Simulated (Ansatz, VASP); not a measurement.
# Ga2O3 (partly crystallised Ga2O3): VASP beside Ansatz

Wanted: the spread between two codes on one cell, functional and k mesh. Of the first pair: The cell is taken from a series of runs on this material, whose earlier steps may have relaxed, scaled, displaced or heated it; both programs get it as it stands.

Program: Ansatz 0.2.0. Level of theory: plane waves, with VASP 6.6.1 beside it; revPBE. Results are calculated unless marked as measured.

### 1. Set-up

The cell holds 100 atoms: 40 Ga and 60 O. Cell: a = 10.014 Å, b = 10.014 Å, c = 10.014 Å, α = 90.0°, β = 90.0°, γ = 90.0°. As first built, before any earlier steps moved the atoms or strained the cell (in the runner's words): 100 atoms (40 Fe, 60 O) placed at random at 4.44 g/cm^3, melted at 5000 K for 10 ps at fixed volume with the Morse and Coulomb pair potential with partial charges (Pedone, Malavasi, Menziani, Cormack and Segre, J. Phys. Chem. B 110, 11780 (2006)). Quenched from 5000 K to 300 K at 200 K/ps and fixed volume, held 10 ps at zero pressure, then minimised at fixed cell. Then Fe was replaced by Ga and the cell scaled by 1.003 (the potential has no terms for the new elements, so the cell is a start for a DFT relaxation).

### 2. VASP: single point, revPBE, pair 1

A single point takes one fixed geometry, so differences don't come from the geometry; what else differs is listed under the comparison.

Lines of VASP's logs that name or quote its potential files are left out, and so is its time.

File INCAR:

```
SYSTEM = Ga2O3
PREC = Accurate
ENCUT = 600
EDIFF = 1E-06
NELM = 120
ISMEAR = 0
SIGMA = 0.05
LREAL = Auto
ALGO = Normal
GGA = RE
NBANDS = 512
LORBIT = 11
LWAVE = .FALSE.
LCHARG = .FALSE.
ISIF = 2
LASPH = .TRUE.
GGA_COMPAT = .FALSE.
EFERMI = MIDGAP
NCORE = 2
```

File POSCAR:

```
Ga2O3
1.0
   10.0136000000      0.0000000000      0.0000000000
    0.0000000000     10.0136000000      0.0000000000
    0.0000000000      0.0000000000     10.0136000000
Ga O
40 60
Direct
    0.8761400000      0.7439000000      0.8664900000
    0.4706300000      0.5545800000      0.4673600000
    0.6339300000      0.1049400000      0.4996400000
    0.1870300000      0.6988700000      0.9739100000
    0.0320000000      0.9971200000      0.8702000000
    0.0565900000      0.8496600000      0.1676300000
    0.9424300000      0.3627000000      0.3611700000
    0.7962600000      0.8422700000      0.3273200000
    0.9400400000      0.4653200000      0.8379100000
    0.4312300000      0.2638500000      0.6928100000
    0.3418200000      0.9326100000      0.9617600000
    0.9920500000      0.2222400000      0.6371800000
    0.6059000000      0.9518000000      0.7784600000
    0.3943800000      0.2542400000      0.4091600000
    0.2528000000      0.8751200000      0.3963000000
    0.4854700000      0.2134000000      0.9766800000
    0.2241900000      0.1626000000      0.1648400000
    0.7084500000      0.5596400000      0.3000800000
    0.1923000000      0.2403700000      0.8619900000
    0.7363300000      0.2177600000      0.8145800000
    0.9372800000      0.5446700000      0.1277700000
    0.4767200000      0.6932300000      0.7511700000
    0.7815800000      0.0094700000      0.0294600000
    0.6585400000      0.7542500000      0.0538400000
    0.4142200000      0.6809600000      0.1621600000
    0.1465800000      0.7482300000      0.7031700000
    0.3579200000      0.4866400000      0.9006400000
    0.5076100000      0.9784500000      0.2105200000
    0.1852800000      0.4378500000      0.5987700000
    0.9380800000      0.2479700000      0.0586500000
[... 64 atom lines left out ...]
    0.0560700000      0.6769700000      0.0996100000
    0.6882000000      0.9047600000      0.1768300000
    0.2368500000      0.8476200000      0.1003000000
    0.8876400000      0.1274300000      0.9011200000
    0.5282000000      0.5735100000      0.8907100000
    0.0287700000      0.2342600000      0.2406700000
```

File KPOINTS:

```
Automatic mesh
0
Gamma
1 1 1
0 0 0
```

Potentials, in the order of the species: Ga_d and O (PBE family, release 64).

Run with:

```
$ mpirun -np 8 vasp_gam
```

Numbers of over 12 decimals in the logs are rounded to 6 here.

The program printed:

```text
[banner, memory and clock lines left out]
running    8 mpi-ranks, on    1 nodes
[...]
|                                                                             |
|               ----> ADVICE to this user running VASP <----                  |
|                                                                             |
|     You enforced a specific xc type in the INCAR file but a different       |
|     [... a line on the potential file left out ...]
|     I HOPE YOU KNOW WHAT YOU ARE DOING!                                     |
|                                                                             |

 LDA part: xc-table for (Slater+PW92), standard interpolation
 POSCAR, INCAR and KPOINTS ok, starting setup
[...]
entering main loop
       N       E                     dE             d eps       ncg     rms          rms(c)
DAV:   1     0.284106358446E+05    0.28411E+05   -0.32291E+05  1032   0.406E+03
DAV:   2     0.671028231442E+04   -0.21700E+05   -0.20630E+05  1024   0.118E+03
DAV:   3     0.451502794345E+03   -0.62588E+04   -0.59132E+04  1264   0.426E+02
DAV:   4    -0.517462652289E+03   -0.96897E+03   -0.93975E+03  1104   0.169E+02
[...]
DAV:  20    -0.543150622863E+03   -0.33319E-05   -0.36846E-05  1400   0.205E-02    0.340E-03
DAV:  21    -0.543150623552E+03   -0.68930E-06   -0.11715E-05   888   0.143E-02    0.224E-03
DAV:  22    -0.543150623372E+03    0.17986E-06   -0.20131E-06   744   0.857E-03
   1 F= -.54315062E+03 E0= -.54315062E+03  d E =-.319105E-80
```

OUTCAR, selected parts (step 2):

```text
  Total       82.2040528     96.6004981     94.7368983     11.4947265      6.7669971      0.6277115
  in kB      131.1695698    154.1413756    151.1677074     18.3416545     10.7978143      1.0016131
  external PRESSURE =     145.4928843 kB  Pullay stress =       0.0000000 kB

 POSITION                                       TOTAL-FORCE (eV/Angst)
 -----------------------------------------------------------------------------------
      8.77332      7.44912      8.67668         0.434461     -0.850823     -0.461190
      4.71270      5.55334      4.67996         0.262781     -0.107485      0.245141
      6.34792      1.05083      5.00320         0.063010      0.038416      0.002160
      1.87284      6.99820      9.75235        -1.103045     -0.316766     -0.039078
      0.32044      9.98476      8.71383        -0.089922     -0.239861      0.010241
      0.56667      8.50816      1.67858        -0.085177     -0.721493     -0.061645
      9.43712      3.63193      3.61661         0.029642      0.139978     -0.019062
      7.97343      8.43415      3.27765         0.201778     -0.056767     -0.038105
      9.41318      4.65953      8.39050        -0.192332      0.965916     -0.327145
      4.31816      2.64209      6.93752         0.083566      0.146590      0.014467
      3.42285      9.33878      9.63068        -0.152622     -0.104902     -0.020626
      9.93399      2.22542      6.38047        -0.047008      0.051189      0.041624
[...]
8.34694      5.97021      7.46133        -0.476272      0.070012     -0.222203
[...]
-----------------------------------------------------------------------------------
    total drift:                                0.011464     -0.002050      0.000915

  FREE ENERGIE OF THE ION-ELECTRON SYSTEM (eV)
  ---------------------------------------------------
  free  energy   TOTEN  =      -543.1506233721 eV

  energy  without entropy=     -543.1506233721  energy(sigma->0) =     -543.15062337

[... 3 further parts left out ...]
[key lines of the parts left out:]
E-fermi :   6.0191
```

The run ends at a pressure of 14.55 GPa, with forces up to 1.1 eV/Å.

### 3. Ansatz: single point, revPBE, pair 1

Ansatz runs on its PAW soft_1 files.

The same cell, functional, mesh and smearing now go to Ansatz, which takes its cutoff from its data sets.

File input.yaml:

```yaml
crystal:
  lattice:
    - [10.0136, 0.0, 0.0]
    - [0.0, 10.0136, 0.0]
    - [0.0, 0.0, 10.0136]
  atoms:
    - { symbol: Ga, position: [0.87614, 0.7439, 0.86649] }
    - { symbol: Ga, position: [0.47063, 0.55458, 0.46736] }
    - { symbol: Ga, position: [0.63393, 0.10494, 0.49964] }
    - { symbol: Ga, position: [0.18703, 0.69887, 0.97391] }
    - { symbol: Ga, position: [0.032, 0.99712, 0.8702] }
    - { symbol: Ga, position: [0.05659, 0.84966, 0.16763] }
    - { symbol: Ga, position: [0.94243, 0.3627, 0.36117] }
    - { symbol: Ga, position: [0.79626, 0.84227, 0.32732] }
    - { symbol: Ga, position: [0.94004, 0.46532, 0.83791] }
    - { symbol: Ga, position: [0.43123, 0.26385, 0.69281] }
    - { symbol: Ga, position: [0.34182, 0.93261, 0.96176] }
    - { symbol: Ga, position: [0.99205, 0.22224, 0.63718] }
    - { symbol: Ga, position: [0.6059, 0.9518, 0.77846] }
    - { symbol: Ga, position: [0.39438, 0.25424, 0.40916] }
    - { symbol: Ga, position: [0.2528, 0.87512, 0.3963] }
    - { symbol: Ga, position: [0.48547, 0.2134, 0.97668] }
    - { symbol: Ga, position: [0.22419, 0.1626, 0.16484] }
    - { symbol: Ga, position: [0.70845, 0.55964, 0.30008] }
    - { symbol: Ga, position: [0.1923, 0.24037, 0.86199] }
    - { symbol: Ga, position: [0.73633, 0.21776, 0.81458] }
    - { symbol: Ga, position: [0.93728, 0.54467, 0.12777] }
    - { symbol: Ga, position: [0.47672, 0.69323, 0.75117] }
    - { symbol: Ga, position: [0.78158, 0.00947, 0.02946] }
    - { symbol: Ga, position: [0.65854, 0.75425, 0.05384] }
    - { symbol: Ga, position: [0.41422, 0.68096, 0.16216] }
    - { symbol: Ga, position: [0.14658, 0.74823, 0.70317] }
    - { symbol: Ga, position: [0.35792, 0.48664, 0.90064] }
    - { symbol: Ga, position: [0.50761, 0.97845, 0.21052] }
    - { symbol: Ga, position: [0.18528, 0.43785, 0.59877] }
    - { symbol: Ga, position: [0.93808, 0.24797, 0.05865] }
[... 64 atom lines left out ...]
    - { symbol: O, position: [0.05607, 0.67697, 0.09961] }
    - { symbol: O, position: [0.6882, 0.90476, 0.17683] }
    - { symbol: O, position: [0.23685, 0.84762, 0.1003] }
    - { symbol: O, position: [0.88764, 0.12743, 0.90112] }
    - { symbol: O, position: [0.5282, 0.57351, 0.89071] }
    - { symbol: O, position: [0.02877, 0.23426, 0.24067] }
kpoints:
  mp_grid: { grid: [1, 1, 1] }
hamiltonian:
  xc: revpbe
  pseudopotentials: { kind: paw, azcp: { folder: soft_1 } }
scf:
  occupations: { method: gaussian, width: 0.05 }
output:
  forces: true
  stress: true
  populations: intrinsic
  dos:
    method: { smearing: { sigma: 0.1 } }
    de: 0.1
    projected: { site_lists: { Ga: [Ga], O: [O] } }
  eigenvalues: true
```

Run with:

```
$ ansatz run input.yaml --threads 4 --pin off --max-ram 8192MiB --backend cpu --events-out ev --progress --plain --runs-dir out
```

The program printed:

```text
Engine: ansatz 0.2.0, x86_64-unknown-linux-gnu
Pseudopotentials: kind: paw
Pseudopotential: Ga, paw, valence charge 13, recommended cutoff 420 eV (normal), soft_1/Ga.paw.azcp
Pseudopotential: O, paw, valence charge 6, recommended cutoff 420 eV (normal), soft_1/O.paw.azcp
Functional definition: revPBE
  parameter kappa = 1.245
  parameter beta = 0.066725
  exchange = pbe_x(kappa = kappa, mu = beta*pi^2/3)
  correlation = pbe_c(beta = beta)
Crystal: 100 atoms, lattice volume = 1004.086 Å³
Basis set: ecut = 420 eV, 19549 PW (Γ), exchange–correlation on 144×144×144 points (8 copies of the dense FFT grid, shifted against one another)
Bands: 540, of which v1, the nominal top of the filled ones, is band 440 counted from 1 (439 counted from 0)
Symmetry: 1 space group operations
Space group: P1 (ITA 1), of the structure as read, at distance tolerance 1.0e-4 Å
k-points: 1
Non-local potential: Ga, projectors of the file, l = 0: 2, l = 1: 2, l = 2: 3, l = 3: 1
Non-local potential: O, projectors of the file, l = 0: 2, l = 1: 2, l = 2: 1
PAW form: soft (Blöchl's): semilocal exchange-correlation on the pseudo side does not see the compensation charge
PAW frozen core: Ga, regenerated for the run's functional, and the local potential with it (the file was generated under x = pbe(κ = 0.804, μ = 0.219515), c = pbe(β = 0.066725))
PAW frozen core: O, regenerated for the run's functional, and the local potential with it (the file was generated under x = pbe(κ = 0.804, μ = 0.219515), c = pbe(β = 0.066725))
PAW one-centre angular grid: Ga, 590 points (default); XC on 64 Gauss nodes
PAW one-centre angular grid: O, 110 points (default); XC on 64 Gauss nodes
Initial density: superposition of atomic densities (chi_scale 0.1, normalization cell, long waves kept (reshape's long-wave potential 0.19 eV rms))
Initial wavefunctions: pseudopotential atomic-orbital guess
Functional: x = revpbe(κ = 1.245, μ = 0.219515), c = pbe(β = 0.066725)
SCF iter   1: F=—  HF=-185640.039471 eV  |F-HF|=—  |Δ(HF+E_count)|=         —  Δρ=1.26e-1  dr2=7.81e1  ethr=3.10e-3  ⟨swp⟩=5.0  Hψ=1696  notcnv=0  defer=47
preconditioner: auto → Resta (q_TF=auto, 2.669 Å⁻¹)  ε∞=4.4  [insulator: Δε(μ)=2.321 eV  Ē_g=18.836 eV  σ=0.050 eV  W_gap=1.00  n_scr=340 (ndim 8)  ℏωp=34.8 eV  f_vac=0.002  D(μ)=0.00/eV (n_scr^D=0)  ε∞_Penn≈4.4]
SCF iter   2: F=—  HF=-185621.724933 eV  |F-HF|=—  |Δ(HF+E_count)|=    1.83e1  Δρ=5.89e-2  dr2=1.95e1  ethr=3.10e-3  ⟨swp⟩=2.0  Hψ=1008  notcnv=0  defer=93
SCF iter   3: F=—  HF=-185616.197712 eV  |F-HF|=—  |Δ(HF+E_count)|=    5.53e0  Δρ=1.76e-2  dr2=2.00e0  ethr=2.21e-3  ⟨swp⟩=3.0  Hψ=840  notcnv=0  defer=93
SCF iter   4: F=—  HF=-185614.955037 eV  |F-HF|=—  |Δ(HF+E_count)|=    1.24e0  Δρ=5.15e-3  dr2=2.30e-1  ethr=2.28e-4  ⟨swp⟩=2.0  Hψ=1008  notcnv=0  defer=93
SCF iter   5: F=—  HF=-185615.173297 eV  |F-HF|=—  |Δ(HF+E_count)|=   2.18e-1  Δρ=1.36e-3  dr2=2.26e-2  ethr=2.61e-5  ⟨swp⟩=2.0  Hψ=894  notcnv=0  defer=93
SCF iter   6: F=—  HF=-185615.193162 eV  |F-HF|=—  |Δ(HF+E_count)|=   1.99e-2  Δρ=3.55e-4  dr2=1.43e-3  ethr=2.57e-6  ⟨swp⟩=2.0  Hψ=887  notcnv=0  defer=93
SCF iter   7: F=—  HF=-185615.195658 eV  |F-HF|=—  |Δ(HF+E_count)|=   2.50e-3  Δρ=2.67e-4  dr2=4.78e-4  ethr=1.63e-7  ⟨swp⟩=2.0  Hψ=887  notcnv=0  defer=93
SCF iter   8: F=—  HF=-185615.195428 eV  |F-HF|=—  |Δ(HF+E_count)|=   2.30e-4  Δρ=7.08e-5  dr2=5.63e-5  ethr=5.43e-8  ⟨swp⟩=2.0  Hψ=887  notcnv=0  defer=93
SCF iter   9: F=—  HF=-185615.196560 eV  |F-HF|=—  |Δ(HF+E_count)|=   1.13e-3  Δρ=2.40e-5  dr2=5.73e-6  ethr=6.40e-9  ⟨swp⟩=2.0  Hψ=980  notcnv=0  defer=93
SCF iter  10: F=—  HF=-185615.196569 eV  |F-HF|=—  |Δ(HF+E_count)|=   8.28e-6  Δρ=7.55e-6  dr2=5.99e-7  ethr=6.52e-10  ⟨swp⟩=2.0  Hψ=887  notcnv=0  defer=93
SCF iter  11: F=—  HF=-185615.196569 eV  |F-HF|=—  |Δ(HF+E_count)|=   6.98e-7  Δρ=3.93e-6  dr2=1.23e-7  ethr=1.14e-11  ⟨swp⟩=12.0  Hψ=2879  notcnv=0
SCF iter  12: F=-185615.196569 eV  HF=-185615.196569 eV  |F-HF|=8.76e-9  |Δ(HF+E_count)|=   2.47e-8  Δρ=1.71e-6  dr2=3.03e-8  ethr=1.14e-11  ⟨swp⟩=4.0  Hψ=1704  notcnv=0
SCF 1 converged in 12 iterations: F = -185615.196569 eV  dr2 = 3.03e-8
  greatest PAW one-centre occupation: 0.998 electrons in one spin orbital (limit 2), on the Ga atom at site 4 (counted from 0), in its partial waves of l = 2
SCF converged after 12 iterations
Free energy (F): -185615.196569 eV
Harris-Foulkes:  -185615.196569 eV  (|F-HF|=8.76e-9)
Internal energy: -185615.196569 eV  (E = F + TS)
E sigma→0 (E₀):  -185615.196569 eV
Fermi energy:    10.482692 eV
--- Per-component energies (eV) ---
  E_band       = -325.403603
  E_kinetic    = 14699.573093
  E_local      = -68333.845475  (includes V_loc(G=0)·N_el)
  E_nonlocal   = -360.914451
  E_hartree    = 40442.186431
  E_xc         = -6802.929746
  E_vxc        = -7688.887555  (∫ρ·V_xc dr)
  E_paw        = -90052.391937  (= ΣΔE_a)
[...]
atom  81  O     -0.12395290     0.12411525     0.05307796
  atom  82  O     -0.15379239    -0.20778860     0.03676156
  atom  83  O     -0.04951140    -0.07025508    -0.00784851
  atom  84  O      0.37070035    -0.03383033    -0.08254096
  atom  85  O     -0.09327502    -0.08885171    -0.06969728
  atom  86  O      0.00087165    -0.07371467    -0.01662929
  atom  87  O     -0.01552968    -0.02049781    -0.01010970
  atom  88  O     -0.04101120    -0.03621369     0.02574854
  atom  89  O      0.15261857    -0.19592667    -0.06641724
  atom  90  O      0.07129694     0.10317373    -0.00792140
  atom  91  O     -0.17681408     0.00695521     0.09798281
  atom  92  O     -0.12910125    -0.01832136    -0.05052059
  atom  93  O      0.13331073     0.25205091    -0.01675229
  atom  94  O      0.04622668     0.05595602    -0.01276252
  atom  95  O     -0.09706013     0.15477435     0.29251331
  atom  96  O     -0.10573684     0.01459191     0.03245289
  atom  97  O      0.23266751     0.20383135    -0.01335191
  atom  98  O      0.01798987     0.00388912    -0.11042254
  atom  99  O     -0.05972475    -0.04169803     0.07583857
  atom 100  O      0.08650166    -0.03308745     0.05813794
  max |Σ_I F_I| component: 1.83e-5 eV/Å
--- Stress (GPa, compression-positive) ---
       12.784661       1.823245       0.096048
        1.823245      15.064258       1.070291
        0.096048       1.070291      14.761255
  P = ⅓ Tr σ = 14.2034 GPa (142.034 kbar)
--- Band table (eV) ---
  k-point 0: bands = [... 436 lower, 9.1657, 9.1739, 9.4412, 9.7925, 11.1729, 13.6691, 13.7830, 13.8339, ... 96 higher]
--- intrinsic populations: 100 sites ---
  site symbol       q [e]
     0     Ga     11.9410
     1     Ga     11.9490
     2     Ga     11.9421
     3     Ga     11.9592
     4     Ga     11.9636
     5     Ga     11.9337
     6     Ga     11.9635
     7     Ga     11.9263
     8     Ga     11.9274
     9     Ga     11.9485
    10     Ga     11.9448
    11     Ga     11.9245
    12     Ga     11.9537
    13     Ga     11.9132
    14     Ga     11.9006
    15     Ga     11.9549
    16     Ga     11.9225
    17     Ga     11.9701
    18     Ga     11.9470
    19     Ga     11.9474
    20     Ga     11.9460
    21     Ga     11.9224
    22     Ga     11.9499
    23     Ga     11.9271
[...]
92      O      6.7075
    93      O      6.7080
    94      O      6.7465
    95      O      6.6816
    96      O      6.7273
    97      O      6.7168
    98      O      6.7063
    99      O      6.7047
  spilling = 0.000000 (of n_electrons = 880.000000)
```

### 4. Side by side

Known differences besides the potentials themselves: the cutoff is 420 eV in Ansatz and 600 eV in VASP (PREC = Accurate, projectors in real space); Ansatz makes its cores anew for this functional, VASP keeps those of its PBE data sets. Total energies have different zeros and are not compared.

The two programs side by side:

```
              quantity  Ansatz   VASP  difference
        pressure (GPa)   14.20  14.55       -0.35
gap on the k mesh (eV)   1.380  1.351      +0.029
```

Forces on 8 of the 100 atoms, those with the largest forces and the largest differences (eV/Å; atoms numbered as in POSCAR):

```
atom          Ansatz x, y, z            VASP x, y, z
 Ga1   0.430, -0.858, -0.457   0.434, -0.851, -0.461
 Ga4  -1.076, -0.293, -0.053  -1.103, -0.317, -0.039
 Ga6  -0.077, -0.714, -0.073  -0.085, -0.721, -0.062
 Ga9   -0.191, 0.964, -0.299   -0.192, 0.966, -0.327
Ga21    0.506, 0.545, -0.274    0.562, 0.573, -0.301
Ga40    0.266, -0.404, 0.854    0.293, -0.398, 0.904
 O67   -0.009, 0.001, -0.031    0.007, -0.035, 0.008
 O73    0.950, 0.342, -0.030    0.956, 0.327, -0.031
```

The forces differ by 18 meV/Å r.m.s., which is 9.1 % of the r.m.s. force of 0.197 eV/Å (both taken over all components). A gap on the mesh is an upper bound, since the band edges may lie between its points.

(Part 1 of 2 ends here.)

[Lines on the potential files, build, host, timing and source positions are cut from VASP's logs without a mark.]

[Logs are printed without paths, hosts, clocks, repeated set-up lines and the standing remarks that a program may print on its own settings, such as how far it seeks lower states.]

[Hosts, paths, dates, database ids (printed as entryN), source tags and the programs' standing remarks are cut or masked in the printed files.]
